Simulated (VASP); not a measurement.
Here is the system:

```
CELL_PARAMETERS angstrom
      4.66140     0.00000     0.00000
      0.00000     4.66140     0.00000
      0.00000     0.00000     4.66140
ATOMIC_POSITIONS crystal
  Cs 0.00000 0.00000 0.00000
  I  0.50000 0.50000 0.50000
```

Level of theory: PBE GGA, VASP's PBE PAW potentials (set 64) (plane waves; VASP). Numerical set-up: 450 eV cut-off, 5×5×5 Γ-centred mesh, Gaussian smearing of 0.050 eV, potentials Cs_sv I.

Estimate the energy per atom (σ→0).

```json
{
 "energy per atom (σ→0)": "-2.721 eV/atom"
}
```

The absolute energy has meaning only against runs of the same code, potentials and settings.

The compound is CsI in the CsCl type structure. The cell was not relaxed at this level. The run is one of a series of settings (ENCUT = 450 against the base run), some of them coarse on purpose.
